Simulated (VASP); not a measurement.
Shape and ions are relaxed at each volume.

Energy against volume of Be (hcp). Method: LDA (Ceperley-Alder, Perdew-Zunger), VASP's LDA PAW potentials (set 64) (plane waves; VASP).

| V (Å³/atom) | E (eV/atom) |
|---|---|
| 7.123 | -4.20018 |
| 7.350 | -4.20929 |
| 7.578 | -4.21204 |
| 7.805 | -4.20922 |
| 8.032 | -4.20151 |

Task: Fit a third-order Birch-Murnaghan equation of state.

Result: 
| Property | Value |
|---|---|
| volume per atom | 7.57 Å³/atom |
| bulk modulus | 131 GPa |
| pressure derivative of the bulk modulus | 3.33 |

The compound is Be in the hcp structure. It was relaxed first, which changed the volume by -7 %.
